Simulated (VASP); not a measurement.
PrC: single point with PBE

Crystal: PrC.

```
CELL_PARAMETERS angstrom
3.47724 -0.00106 0.01821
-1.73954 2.99899 -0.01722
0.01777 -0.00915 3.39277
ATOMIC_POSITIONS crystal
Pr 0.99711 0.01220 0.98072
C 0.62931 0.33625 0.48923
```

The cell was built by a generator and needn't be a form met in nature.

* Program: VASP 6.6.1
* Task: single point
* Functional: PBE
* Potentials or basis: VASP PAW PBE potentials, release 64 (Pr, C)
* Cutoff: 520 eV
* k mesh: 6 × 6 × 5, shifted
* Occupations: fermi-dirac, width 0.1 eV
* Spin: no spin polarisation
* Dipole correction: no
* Further INCAR settings: ALGO = Normal; EDIFF = 1e-06; NBANDS = 16

| Property | Result |
| --- | --- |
| Pressure | -9.0 GPa |
| Largest force | 0.066 eV/Å |
| Band gap on the k mesh | none (metal or under the smearing width) |

Forces on the atoms (eV/Å):
```
Pr  -0.062 -0.020  0.009
C    0.062  0.020 -0.009
```

Stress tensor (GPa, compression positive):
```
 -3.97  -0.88   0.21
 -0.88  -3.09  -0.24
  0.21  -0.24 -20.00
```

Levels at points of the mesh, in eV from the Fermi level:
```csv
k point,band 4,band 5,band 6,band 7,band 8,band 9,band 10,band 11,band 12,band 13
"(0.08, 0.00, 0.10)",-16.78,-9.24,-1.15,-0.79,-0.62,-0.17,-0.03,0.29,0.30,0.42
```

It took 78 s on 1 thread of AMD EPYC 7R13 Processor (Zen 3), on a shared host, peak memory 0.18 GiB.

Caveat: the k mesh is coarse (spacing up to 0.37 Å⁻¹), so the values aren't converged; without U or exact exchange the open f shell lies at the Fermi level, which spoils levels, moments and volumes. Spin polarisation is off, so any magnetic state and its effect on volume and gap are missing.
